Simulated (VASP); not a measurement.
Output of a VASP run:

**OUTCAR**
```
 ion  position               nearest neighbor table
   1  0.000  0.000  0.000-   4 2.59   4 2.59   4 2.59   3 2.59   3 2.59   3 2.59
   2  0.500  0.500  0.500-   3 2.59   3 2.59   3 2.59   4 2.59   4 2.59   4 2.59
   3  0.250  0.250  0.250-   1 2.59   1 2.59   1 2.59   2 2.59   2 2.59   2 2.59
   4  0.750  0.750  0.750-   2 2.59   2 2.59   2 2.59   1 2.59   1 2.59   1 2.59
  LATTYP: Found a trigonal (rhomboedric) cell.
 ALAT       =     6.3400761172
 COS(alpha) =     0.8321258696
 Subroutine PRICEL returns following result:
  LATTYP: Found a trigonal (rhomboedric) cell.
 ALAT       =     3.6637580439
 COS(alpha) =     0.4972881184
 Subroutine GETGRP returns: Found 12 space group operations
The static configuration has the point symmetry D_3d.
The dynamic configuration has the point symmetry D_3d.
The overall configuration has the point symmetry D_3d.
 Subroutine INISYM returns: Found 12 space group operations
 Subroutine IBZKPT returns following result:
 Found     32 irreducible k-points:

 Following reciprocal coordinates:
            Coordinates               Weight
  0.000000  0.000000  0.000000      1.000000
  0.166667  0.000000  0.000000      6.000000
  0.333333  0.000000  0.000000      6.000000
  0.500000  0.000000  0.000000      3.000000
  0.166667  0.166667  0.000000      6.000000
  0.333333  0.166667  0.000000     12.000000
  0.500000  0.166667 -0.000000     12.000000
 -0.333333  0.166667  0.000000     12.000000
 -0.166667  0.166667  0.000000      6.000000
  0.333333  0.333333 -0.000000      6.000000
  0.500000  0.333333  0.000000     12.000000
 -0.333333  0.333333  0.000000      6.000000
  0.500000  0.500000  0.000000      3.000000
  0.166667  0.166667  0.166667      2.000000
  0.333333  0.166667  0.166667      6.000000
  0.500000  0.166667  0.166667      6.000000
 -0.333333  0.166667  0.166667      6.000000
 -0.166667  0.166667  0.166667      6.000000
  0.333333  0.333333  0.166667      6.000000
  0.500000  0.333333  0.166667     12.000000
 -0.333333  0.333333  0.166667     12.000000
 -0.166667  0.333333  0.166667     12.000000
  0.500000  0.500000  0.166667      6.000000
 -0.333333  0.500000  0.166667     12.000000
 -0.166667  0.500000  0.166667      6.000000
 -0.333333 -0.333333  0.166667      6.000000
  0.333333  0.333333  0.333333      2.000000
  0.500000  0.333333  0.333333      6.000000
 -0.333333  0.333333  0.333333      6.000000
  0.500000  0.500000  0.333333      6.000000
 -0.333333  0.500000  0.333333      6.000000
  0.500000  0.500000  0.500000      1.000000
   k-points           NKPTS =     32   k-points in BZ     NKDIM =     32   number of bands    NBANDS=     23
   number of dos      NEDOS =    301   number of ions     NIONS =      4
   total plane-waves  NPLWV = 110592
   dimension x,y,z NGX =    48 NGY =   48 NGZ =   48
   dimension x,y,z NGXF=    96 NGYF=   96 NGZF=   96
   ions per type =               2   2
   PREC   = accura    normal or accurate (medium, high low for compatibility)
   ISTART =      0    job   : 0-new  1-cont  2-samecut
   ICHARG =      2    charge: 1-file 2-atom 10-const
   ISPIN  =      2    spin polarized calculation?
   LNONCOLLINEAR =      F non collinear calculations
   LSORBIT =      F    spin-orbit coupling
   INIWAV =      1    electr: 0-lowe 1-rand  2-diag
   ENCUT  =  520.0 eV  38.22 Ry    6.18 a.u.  11.79 11.79 11.79*2*pi/ulx,y,z
   NELM   =    100;   NELMIN=  2; NELMDL= -5     # of ELM steps
   EDIFF  = 0.1E-05   stopping-criterion for ELM
   LREAL  =      F    real-space projection
   NLSPLINE    = F    spline interpolate recip. space projectors
   LMAXMIX     =    4 max onsite mixed and CHGCAR
   VOSKOWN=      0    Vosko Wilk Nusair interpolation
   EDIFFG = -.2E-01   stopping-criterion for IOM
   NSW    =     60    number of steps for IOM
   NBLOCK =      1;   KBLOCK =     60    inner block; outer block
   IBRION =      2    ionic relax: 0-MD 1-quasi-New 2-CG
   NFREE  =      1    steps in history (QN), initial steepest desc. (CG)
   ISIF   =      3    stress and relaxation
...
```

OSZICAR:
```
       N       E                     dE             d eps       ncg     rms          rms(c)
DAV:   1     0.379841891970E+03    0.37984E+03   -0.21485E+04  3144   0.179E+03
DAV:   2     0.744486229364E+01   -0.37240E+03   -0.36771E+03  2979   0.482E+02
DAV:   3    -0.282783646238E+02   -0.35723E+02   -0.34813E+02  4308   0.133E+02
DAV:   4    -0.294130973452E+02   -0.11347E+01   -0.11341E+01  3434   0.228E+01
DAV:   5    -0.294382513932E+02   -0.25154E-01   -0.25146E-01  3746   0.388E+00    0.165E+01
DAV:   6    -0.270693703414E+02    0.23689E+01   -0.20505E+01  3931   0.425E+01    0.138E+01
DAV:   7    -0.273269421817E+02   -0.25757E+00   -0.19387E+00  3255   0.132E+01    0.844E+00
DAV:   8    -0.273525437678E+02   -0.25602E-01   -0.35361E-01  4034   0.624E+00    0.371E+00
DAV:   9    -0.273470949850E+02    0.54488E-02   -0.65785E-02  3896   0.282E+00    0.582E-01
DAV:  10    -0.273535913249E+02   -0.64963E-02   -0.58260E-03  3571   0.721E-01    0.250E-01
DAV:  11    -0.273539931194E+02   -0.40179E-03   -0.47748E-04  3612   0.185E-01    0.160E-01
DAV:  12    -0.273541789934E+02   -0.18587E-03   -0.20889E-04  3427   0.957E-02    0.808E-02
DAV:  13    -0.273542165636E+02   -0.37570E-04   -0.50417E-05  3413   0.589E-02    0.185E-02
DAV:  14    -0.273542151847E+02    0.13789E-05   -0.17701E-05  3546   0.236E-02    0.910E-03
DAV:  15    -0.273542165276E+02   -0.13429E-05   -0.24254E-06  2488   0.185E-02    0.440E-03
DAV:  16    -0.273542164799E+02    0.47726E-07   -0.13762E-07  1857   0.393E-03
   1 F= -.27354216E+02 E0= -.27354216E+02  d E =-.273542E+02  mag=     0.0000
```

File OUTCAR:
```
------------------------ aborting loop because EDIFF is reached ----------------------------------------
  FORCE on cell =-STRESS in cart. coord.  units (eV):
  Direction    XX          YY          ZZ          XY          YZ          ZX
  --------------------------------------------------------------------------------------
  Total        0.0023404      0.0023404      0.0023404     -0.0644447     -0.0644447     -0.0644447
  in kB        0.0536963      0.0536963      0.0536963     -1.4785730     -1.4785730     -1.4785730
  external PRESSURE =       0.0536963 kB  Pullay stress =       0.0000000 kB
  volume of cell :       69.83
      direct lattice vectors                 reciprocal lattice vectors
     5.181326802  2.583642559  2.583642559     0.288849278 -0.096108980 -0.096108980
     2.583642559  5.181326802  2.583642559    -0.096108980  0.288849278 -0.096108980
     2.583642559  2.583642559  5.181326802    -0.096108980 -0.096108980  0.288849278
 POSITION                                       TOTAL-FORCE (eV/Angst)
 -----------------------------------------------------------------------------------
      0.00000      0.00000      0.00000         0.000000      0.000000      0.000000
      5.17431      5.17431      5.17431         0.000000     -0.000000      0.000000
      2.58715      2.58715      2.58715        -0.000000      0.000000      0.000000
      7.76146      7.76146      7.76146        -0.000000     -0.000000     -0.000000
 -----------------------------------------------------------------------------------
    total drift:                                0.000000     -0.000000     -0.000000
  FREE ENERGIE OF THE ION-ELECTRON SYSTEM (eV)
  ---------------------------------------------------
  free  energy   TOTEN  =       -27.3542164799 eV

  energy  without entropy=      -27.3542164799  energy(sigma->0) =      -27.35421648

 total charge

# of ion       s       p       d       tot
------------------------------------------
    1        0.207   6.159   4.946  11.312
    2        0.207   6.159   4.946  11.312
    3        1.327   2.424   0.000   3.751
    4        1.327   2.424   0.000   3.751
--------------------------------------------------
tot          3.068  17.167   9.892  30.127

 magnetization (x)

# of ion       s       p       d       tot
------------------------------------------
    1        0.019   0.016   4.175   4.211
    2       -0.019  -0.016  -4.175  -4.211
    3        0.000   0.000   0.000   0.000
    4        0.000   0.000   0.000   0.000
--------------------------------------------------
tot          0.000   0.000   0.000   0.000

 reached required accuracy - stopping structural energy minimisation
```
(Selected blocks of OUTCAR.)

**POSCAR**
```
MnS
1
    5.1813268015     2.5836425592     2.5836425592
    2.5836425592     5.1813268015     2.5836425592
    2.5836425592     2.5836425592     5.1813268015
Mn S
2 2
Direct
  1.0000000000   1.0000000000   1.0000000000
  0.5000000000   0.5000000000   0.5000000000
  0.2500000000   0.2500000000   0.2500000000
  0.7500000000   0.7500000000   0.7500000000
```

Problem. Reconstruct the remaining input files.

Solution. Several could match; the one computed here: the input of the run itself, revPBE GGA, plane waves, VASP's PBE PAW potentials (set 64).

**KPOINTS**
```
Automatic mesh
0
gamma
6 6 6
```

INCAR:
```
SYSTEM = MnS
PREC = Accurate
ENCUT = 520
EDIFF = 1E-6
NELM = 100
ALGO = Normal
LREAL = .FALSE.
LASPH = .TRUE.
ISMEAR = 0
SIGMA = 0.05
GGA = RE
LMAXMIX = 4
ISPIN = 2
MAGMOM = 5.0 -5.0 0.0 0.0
LORBIT = 10
LWAVE = .FALSE.
LCHARG = .FALSE.
IBRION = 2
ISIF = 3
NSW = 60
EDIFFG = -0.02
```

POTCAR, in this order: Mn_pv S (PBE.64 set). Program: vasp_std.

The compound is MnS in the rock salt, AFM-II order structure. It was relaxed first. The start is the result of an earlier pass.
